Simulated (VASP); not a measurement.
The input files of a VASP run:

File KPOINTS:
```
K-points
0
G
  5 5 5
0 0 0
```

### INCAR
```
SYSTEM = RuSi
PREC = Accurate
ENCUT = 400
EDIFF = 1E-7
NELM = 100
ALGO = Normal
LREAL = .FALSE.
LASPH = .TRUE.
ISMEAR = -5
GGA = PS
LMAXMIX = 4
LWAVE = .FALSE.
LCHARG = .TRUE.
LORBIT = 11
NEDOS = 601
ISIF = 2
```

### POSCAR
```
RuSi
1
    4.6869299071     0.0000000000     0.0000000000
   -0.0000000000     4.6869299071     0.0000000000
    0.0000000000    -0.0000000000     4.6869299071
Si Ru
4 4
Direct
  0.1616285518   0.3383714482   0.6616285518
  0.6616285518   0.1616285518   0.3383714482
  0.8383714482   0.8383714482   0.8383714482
  0.3383714482   0.6616285518   0.1616285518
  0.8686156567   0.6313843433   0.3686156567
  0.3686156567   0.8686156567   0.6313843433
  0.1313843433   0.1313843433   0.1313843433
  0.6313843433   0.3686156567   0.8686156567
```

POTCAR, in this order: Si Ru_pv (PBE.64 set). Program: vasp_std.

**Question.** Translate this PBEsol calculation to Quantum ESPRESSO's pw.x.

**Answer.** One equivalent input (not run):
```
&CONTROL
  calculation = 'scf'
  pseudo_dir = './pseudo'
  outdir = './out'
  tprnfor = .true.
  tstress = .true.
/
&SYSTEM
  ibrav = 0
  nat = 8
  ntyp = 2
  ecutwfc = 84
  occupations = 'tetrahedra'
  input_dft = 'pbesol'
/
&ELECTRONS
  conv_thr = 7.3e-09
  electron_maxstep = 100
/
ATOMIC_SPECIES
  Si 28.085 Si.upf
  Ru 101.070 Ru.upf
CELL_PARAMETERS angstrom
     4.6869299    0.0000000    0.0000000
    -0.0000000    4.6869299    0.0000000
     0.0000000   -0.0000000    4.6869299
ATOMIC_POSITIONS crystal
  Si   0.1616286  0.3383714  0.6616286
  Si   0.6616286  0.1616286  0.3383714
  Si   0.8383714  0.8383714  0.8383714
  Si   0.3383714  0.6616286  0.1616286
  Ru   0.8686157  0.6313843  0.3686157
  Ru   0.3686157  0.8686157  0.6313843
  Ru   0.1313843  0.1313843  0.1313843
  Ru   0.6313843  0.3686157  0.8686157
K_POINTS automatic
  5 5 5 0 0 0
```
What does not carry over: the potentials are each code's own (VASP's PAW set, PseudoDojo norm-conserving files in pw.x), so ENCUT and ecutwfc are chosen apart and not converted; conv_thr bounds pw.x's estimated SCF error, while EDIFF bounds the energy change between steps.

The compound is RuSi in the B20 structure. It was relaxed first.
